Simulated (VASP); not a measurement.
HfSi2B4:

```
CELL_PARAMETERS angstrom
3.13000 0.00000 0.00000
-1.56500 2.71066 0.00000
0.00000 0.00000 9.50000
ATOMIC_POSITIONS crystal
Hf 0.00000 0.00000 0.00000
Si 0.00000 0.00000 0.62200
Si 0.00000 0.00000 0.37800
B 0.66667 0.33333 0.18500
B 0.33333 0.66667 0.18500
B 0.33333 0.66667 0.81500
B 0.66667 0.33333 0.81500
```

The cell was built by a generator and needn't be a form met in nature.

| Property | Result |
| --- | --- |
| Program | VASP 6.6.1 |
| Task | relaxation of cell and atoms |
| Functional | PBE |
| Potentials or basis | VASP PAW PBE potentials, release 64 (Hf_pv, Si, B) |
| Cutoff | 520 eV |
| k mesh | 6 × 6 × 2 |
| Occupations | gaussian, width 0.15 eV |
| Spin | no spin polarisation |

At the start: pressure -5.6 GPa; volume 11.51 Å³/atom.

**Question.** How do energy, volume and symmetry change on relaxing?

**Answer.** Over 6 steps the energy falls by 42.6 meV/atom and the volume is 11.09 Å³/atom (-3.7 %); space group P6/mmm (No. 191, to 0.05 Å).

The path:
```
step  energy change (eV)  largest force (eV/Å)  pressure (GPa)  volume (Å³)
   1              0.0000                1.1561           -5.62        80.60
   2             -0.2508                0.4881            4.23        75.90
   3             -0.2624                0.5887            2.33        76.68
   4             -0.2954                0.1630           -0.45        77.90
   5             -0.2960                0.1214           -0.74        78.07
   6             -0.2985                0.0062            0.12        77.62
```

Final structure:
```
CELL_PARAMETERS angstrom
3.03843 0.00000 0.00000
-1.51922 2.63136 0.00000
0.00000 0.00000 9.70787
ATOMIC_POSITIONS crystal
Hf 0.00000 0.00000 0.00000
Si 0.00000 0.00000 0.63182
Si 0.00000 0.00000 0.36818
B 0.66667 0.33333 0.18619
B 0.33333 0.66667 0.18619
B 0.33333 0.66667 0.81381
B 0.66667 0.33333 0.81381
```

Caveat: the k mesh is coarse (spacing up to 0.39 Å⁻¹), so the values aren't converged; the relaxation stopped at a loose force limit of 0.08 eV/Å, so its end isn't a converged minimum.
